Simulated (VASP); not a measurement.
```
HfN
1.0
    0.00000     2.15772     2.15772
    2.15772     0.00000     2.15772
    2.15772     2.15772     0.00000
Hf N
1 1
Direct
  0.00000   0.00000   0.00000
  0.50000   0.50000   0.50000
```

Calculation: PBEsol GGA, VASP's PBE PAW potentials (set 64) (plane waves; VASP 6.6.1). Numerical set-up: 620 eV cut-off, 15×15×15 Γ-centred mesh, first-order Methfessel-Paxton smearing of 0.10 eV, potentials Hf_pv N.

Unless said otherwise, spin-orbit coupling is left out, though it shifts the bands of the heavy elements here.

Question: Predict the energy per atom (σ→0), pressure, band gap (on the k-mesh) with the smallest direct gap where there is one.

Answer: 
The band gap (on the k-mesh) comes out as none (metal, semimetal or under 0.01 eV), the energy per atom (σ→0) comes out as -11.337 eV/atom and the pressure comes out as 448.6 kbar.

The compound is HfN in the rock salt structure. It was relaxed first under an external pressure of 45 GPa. The electron count is odd and the run is not spin-polarised, which forces a metal.
